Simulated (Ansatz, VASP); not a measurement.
# HfC in two plane-wave programs, part 2 of 2

One calculation is typed for both programs; each brings its own data sets. How far apart do they land? Of the first pair: The structure shown is the end of the Ansatz relaxation below.

VASP 6.6.1 and Ansatz 0.2.0.

So far. Step 3 (VASP: single point, LDA, pair 1): The run ends at a pressure of -9.81 GPa.

### Step 6. VASP: single point, LDA, pair 2

Level of this step: LDA; plane waves and PAW (C, Hf_pv) (VASP).

The same cell, functional (in two slightly different forms), mesh and smearing now go to VASP, with its own data sets.

INCAR reads:

```
SYSTEM = HfC
PREC = Accurate
ENCUT = 600
EDIFF = 1E-06
NELM = 120
ISMEAR = 1
SIGMA = 0.2
LREAL = .FALSE.
ALGO = Normal
GGA = CA
NBANDS = 13
LASPH = .TRUE.
LORBIT = 11
LWAVE = .FALSE.
LCHARG = .FALSE.
ISIF = 2
GGA_COMPAT = .FALSE.
KPAR = 2
```

POSCAR reads:

```
HfC
1.0
   -0.0957413508      2.2820861519      2.2820861519
    2.2820861519     -0.0957413508      2.2820861519
    2.2820861519      2.2820861519     -0.0957413508
C Hf
1 1
Direct
    0.0000000000      0.0000000000      0.0000000000
    0.5000000000      0.5000000000      0.5000000000
```

KPOINTS reads:

```
Automatic mesh
0
Gamma
16 16 16
0 0 0
```

PAW data sets: C and Hf_pv (LDA family, release 64).

Command:

```console
$ mpirun -np 2 vasp_std
```

Numbers of over 12 decimals in the logs are rounded to 6 here.

What it wrote:

```text
[... set-up lines as in an earlier step ...]
 entering main loop
       N       E                     dE             d eps       ncg     rms          rms(c)
DAV:   1     0.241439396897E+02    0.24144E+02   -0.85283E+03 10858   0.118E+03
DAV:   2    -0.241450166613E+02   -0.48289E+02   -0.45079E+02 13740   0.219E+02
DAV:   3    -0.259464033821E+02   -0.18014E+01   -0.17883E+01 13615   0.300E+01
DAV:   4    -0.259574923055E+02   -0.11089E-01   -0.11087E-01 12151   0.281E+00
[...]
DAV:  10    -0.227774064652E+02    0.53861E-03   -0.22612E-03 12889   0.340E-01    0.562E-02
DAV:  11    -0.227774039623E+02    0.25029E-05   -0.10061E-04 13082   0.881E-02    0.650E-02
DAV:  12    -0.227774037234E+02    0.23892E-06   -0.26903E-06 13125   0.134E-02
   1 F= -.22777404E+02 E0= -.22777746E+02  d E =0.102558E-02
```

From OUTCAR (step 6):

```text
  Total       -2.0240980     -2.0240980     -2.0240980      1.0208324      1.0208324      1.0208324
  in kB     -128.3590123   -128.3590123   -128.3590123     64.7365131     64.7365131     64.7365131
  external PRESSURE =    -128.3590123 kB  Pullay stress =       0.0000000 kB

 POSITION                                       TOTAL-FORCE (eV/Angst)
 -----------------------------------------------------------------------------------
      0.00000      0.00000      0.00000         0.000000     -0.000000     -0.000000
      2.23422      2.23422      2.23422        -0.000000      0.000000      0.000000
 -----------------------------------------------------------------------------------
    total drift:                                0.000000      0.000000      0.000000

  FREE ENERGIE OF THE ION-ELECTRON SYSTEM (eV)
  ---------------------------------------------------
  free  energy   TOTEN  =       -22.7774037234 eV

  energy  without entropy=      -22.7784292985  energy(sigma->0) =      -22.77774558

[... 1 part as in an earlier step ...]

[... 2 further parts left out ...]
[key lines of the parts left out:]
E-fermi :   5.8484
```

The run ends at a pressure of -12.84 GPa.

### Step 7. Side by side

What differs besides the data sets and the points named for the pairs above, as far as they apply: the data sets hold 30 valence electrons in Ansatz (on its PAW soft_1 files) and 14 in VASP. Total energies have different zeros and are not compared.

The two programs side by side:

```tsv
quantity	Ansatz	VASP	difference
pressure (GPa)	-12.97	-12.84	-0.14
```

### Step 8. Ansatz: zone-centre phonons, LDA

Second derivatives magnify differences that forces hide, and they need a tight electronic threshold. The cell compared in this pair holds 23.90 Å³, against 25.26 Å³ for the pair before.

The cell is taken from a series of runs on this material, whose earlier steps may have relaxed, scaled, displaced or heated it; both programs get it as it stands.

input.yaml reads:

```yaml
crystal:
  lattice:
    - [0.0, 2.2863725987, 2.2863725987]
    - [2.2863725987, 0.0, 2.2863725987]
    - [2.2863725987, 2.2863725987, 0.0]
  atoms:
    - { symbol: C, position: [0.0, 0.0, 0.0] }
    - { symbol: Hf, position: [0.5, 0.5, 0.5] }
kpoints:
  mp_grid: { grid: [16, 16, 16] }
hamiltonian:
  xc: lda
  pseudopotentials: { kind: paw, azcp: { folder: soft_1 }, xc_functional: pbe }
scf:
  occupations: { method: methfessel_paxton, width: 0.2 }
output:
  eigenvalues: true
phonons:
  method: dfpt
```

Command:

```console
$ ansatz run input.yaml --threads 4 --pin off --max-ram 10240MiB --backend cpu --events-out ev --progress --plain --runs-dir out
```

What it wrote:

```text
[...]
Crystal: 2 atoms, lattice volume = 23.904 Å³
Basis set: ecut = 420 eV, 459 PW (Γ), exchange–correlation on 48×48×48 points (8 copies of the dense FFT grid, shifted against one another)
Bands: 19, of which v1, the nominal top of the filled ones, is band 15 counted from 1 (14 counted from 0)
Symmetry: 48 space group operations
k-points: 349 of 4096 (irreducible under 8 space group operations, time reversal used)
[...]
k mesh reduced under 8 symmetry operations, with k and −k counted as one. Each operation leaves every solved perturbation unchanged. A smaller set is not used because it would not reduce the number of displacements times k-points to solve
  ASR residual: 1.533e-4 → 0.000e0 eV/Å²; symmetrization residual: 1.000e-6 eV/Å²
  ASR residual per site (eV/Å²): 1.03e-4 1.53e-4
  Γ frequencies (cm⁻¹): 0.00 0.00 0.00 462.27 462.27 462.27
  non-analytic LO–TO correction: not included (Born effective charges unavailable; polar crystals: no LO–TO splitting at Γ)
[key lines of the parts left out:]
SCF converged after 10 iterations
Free energy (F): -15722.511975 eV
Fermi energy:    19.265169 eV
```

### Step 9. VASP: zone-centre phonons, LDA

The same cell, functional (in two slightly different forms), mesh and smearing now go to VASP, with its own data sets.

INCAR, as its differences from that of step 6:

```diff
@@ -3,3 +3,3 @@
 ENCUT = 600
-EDIFF = 1E-06
+EDIFF = 1E-08
 NELM = 120
@@ -16,2 +16,3 @@
 ISIF = 2
+IBRION = 8
 GGA_COMPAT = .FALSE.
```

POSCAR reads:

```
HfC
1.0
    0.0000000000      2.2863725987      2.2863725987
    2.2863725987      0.0000000000      2.2863725987
    2.2863725987      2.2863725987      0.0000000000
C Hf
1 1
Direct
    0.0000000000      0.0000000000      0.0000000000
    0.5000000000      0.5000000000      0.5000000000
```

KPOINTS is that of step 6.

Command:

```console
$ mpirun -np 2 vasp_std
```

What it wrote:

```text
[... set-up lines as in an earlier step ...]
 entering main loop
       N       E                     dE             d eps       ncg     rms          rms(c)
DAV:   1     0.227949032975E+02    0.22795E+02   -0.86445E+03  3794   0.119E+03
DAV:   2    -0.243321948973E+02   -0.47127E+02   -0.44201E+02  4791   0.219E+02
DAV:   3    -0.260222157527E+02   -0.16900E+01   -0.16802E+01  4670   0.293E+01
DAV:   4    -0.260316909541E+02   -0.94752E-02   -0.94732E-02  4235   0.264E+00
[...]
DAV:  12    -0.228955077481E+02    0.21220E-06   -0.18869E-06  4773   0.114E-02    0.303E-02
DAV:  13    -0.228955074927E+02    0.25543E-06   -0.63767E-07  4525   0.444E-03    0.130E-03
DAV:  14    -0.228955074954E+02   -0.27346E-08   -0.21635E-08  4097   0.124E-03
   1 F= -.22895507E+02 E0= -.22895225E+02  d E =-.846313E-03
 Linear response reoptimize wavefunctions to high precision
DAV:   1    -0.228955074960E+02   -0.58253E-09   -0.69632E-10  3198   0.235E-04
DAV:   2    -0.228955074961E+02   -0.35470E-10   -0.90605E-11  2340   0.850E-05
 Linear response DOF=           2
 Linear response progress:
[...]
RMM:   8    -0.120101197729E+00   -0.31048E-05   -0.99392E-09 16484   0.673E-04    0.268E-04
RMM:   9    -0.120100616561E+00    0.58117E-06    0.64435E-09 17214   0.122E-04    0.218E-04
RMM:  10    -0.120100621769E+00   -0.52084E-08    0.83476E-09 17575   0.277E-05    0.962E-05
 first order change of Fermi-energy   0.45963E-03
 force on displaced ion       1 direction 1 :  -8.796   0.000   0.000
 Linear response progress:
  Degree of freedom:   2/  2
       N       E                     dE             d eps       ncg     rms          rms(c)
RMM:   1    -0.212514211310E+00   -0.21251E+00    0.37459E+00 10170   0.118E+01
RMM:   2    -0.208055021589E+00    0.44592E-02   -0.30235E-02 14030   0.126E+00    0.554E-01
RMM:   3    -0.207397797130E+00    0.65722E-03   -0.94279E-04 17249   0.147E-01    0.224E-01
RMM:   4    -0.206938984311E+00    0.45881E-03   -0.76889E-05 18599   0.499E-02    0.140E-01
[...]
RMM:  13    -0.206541773799E+00    0.19696E-08   -0.24045E-07 18529   0.148E-05    0.106E-05
RMM:  14    -0.206541775245E+00   -0.14452E-08   -0.11872E-07 14837   0.108E-05    0.110E-05
RMM:  15    -0.206541779183E+00   -0.39387E-08   -0.57027E-08 13586   0.916E-06    0.298E-06
 first order change of Fermi-energy   0.16181E-04
 force on displaced ion       2 direction 1 :  -8.792   0.000   0.000
 Linear response finished
```

From OUTCAR (step 9):

```text
  Total        0.0814209      0.0814209      0.0814209      0.0000000     -0.0000000     -0.0000000
  in kB        5.4572733      5.4572733      5.4572733      0.0000000     -0.0000000     -0.0000000
  external PRESSURE =       5.4572733 kB  Pullay stress =       0.0000000 kB

 POSITION                                       TOTAL-FORCE (eV/Angst)
 -----------------------------------------------------------------------------------
      0.00000      0.00000      0.00000         0.000000      0.000000      0.000000
      2.28637      2.28637      2.28637        -0.000000     -0.000000     -0.000000
 -----------------------------------------------------------------------------------
    total drift:                                0.000000      0.000000      0.000000

[... 2 further parts left out ...]
```

### Step 10. Differences

What differs besides the data sets and the points named for the pairs above, as far as they apply: the data sets hold 30 valence electrons in Ansatz (on its PAW soft_1 files) and 14 in VASP. Total energies have different zeros and are not compared.

Compared:

```tsv
quantity	Ansatz	VASP	difference
optical mode 1 to 3 (cm⁻¹)	462.3	461.0	+0.27 %
```

Modes are paired by rising frequency, not by their patterns, so a pair may set unlike modes beside each other; they are those without the splitting of longitudinal modes.

### Step 11. Results

| Quantity | Value |
| --- | --- |
| difference in pressure (single point, LDA, pair 1) | -0.22 GPa |
| difference in pressure (single point, LDA, pair 2) | -0.14 GPa |
| r.m.s. difference of the optical zone-centre modes, each program's sorted by frequency (zone-centre phonons, LDA) | 1.3 cm⁻¹ |

**Reading.** The difference in pressure is -0.22 GPa (single point, LDA, pair 1), within the 1 GPa picked in this series as the mark of a large difference. The data sets hold unlike numbers of valence electrons (30 in Ansatz and 14 in VASP), so part of the differences comes from the potentials. Such differences can come from data sets, numerical settings and the points named under the comparisons, not from the functional's error against experiment.

[Lines on the potential files, build, host, timing and source positions are cut from VASP's logs without a mark.]

[Logs are printed without paths, hosts, clocks, repeated set-up lines and the standing remarks that a program may print on its own settings, such as how far it seeks lower states.]

[Hosts, paths, dates, database ids (printed as entryN), source tags and the programs' standing remarks are cut or masked in the printed files.]
